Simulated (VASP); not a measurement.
```yaml
crystal:
  lattice:
    - [0.00000, 3.00191, 3.00191]
    - [3.00191, 0.00000, 3.00191]
    - [3.00191, 3.00191, 0.00000]
  atoms:
    - { symbol: Pb, position: [0.00000, 0.00000, 0.00000] }
    - { symbol: S, position: [0.50000, 0.50000, 0.50000] }
```

Calculation: PBE GGA, VASP's PBE PAW potentials (set 64) (plane waves; VASP). Settings: 500 eV cut-off, 8×8×8 Γ-centred mesh, Gaussian smearing of 0.050 eV, potentials Pb_d S.

Unless said otherwise, spin-orbit coupling is left out, though it shifts the bands of the heavy elements here.

Predict the energy per atom (σ→0), band gap (on the k-mesh) with the smallest direct gap where there is one.

```
Property                                     Result
-----------------------------------  --------------
band gap (on the k-mesh)                    0.49 eV
smallest direct gap (on the k-mesh)         0.49 eV
energy per atom (σ→0)                -4.385 eV/atom
```

Only differences to runs with the same potentials and settings are physical.

The compound is PbS in the rock salt structure. It was relaxed first.
